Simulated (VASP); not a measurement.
Here is the system:

```xyz
2
Lattice="1.3357 -2.3134 0.0000 1.3357 2.3134 0.0000 0.0000 0.0000 4.8533" Properties=species:S:1:pos:R:3 pbc="T T T"
Zn     1.3357     0.7711     1.2133
Zn     1.3357    -0.7711     3.6400
```

These are PBE GGA, VASP's PBE PAW potentials (set 64) (plane waves; VASP 6.6.1) values and carry that method's errors. Numerical set-up: 480 eV cut-off, 14×14×8 Γ-centred mesh, first-order Methfessel-Paxton smearing of 0.10 eV, potentials Zn.

Energy and stress use the plane-wave basis of the starting cell.

Question: The ions, cell shape and volume at an external pressure of 15.0 GPa are relaxed. Predict the relaxed structure.

Answer: 
```xyz
2
Lattice="1.2990 -2.2500 0.0000 1.2990 2.2500 0.0000 0.0000 0.0000 4.4574" Properties=species:S:1:pos:R:3 pbc="T T T"
Zn     1.2990     0.7500     1.1143
Zn     1.2990    -0.7500     3.3430
```
Space group P6_3/mmc (194), at a tolerance of 0.03 Å.

Question: How do energy and volume change from the first to the last step?

Answer: The energy (σ→0) changes by +80.6 meV/atom and the volume by -13.1 %, in 11 ionic steps.

The compound is Zn in the hcp structure. This run relaxes it under an external pressure of 15 GPa. Symmetry was kept, so distortions that lower it aren't found.
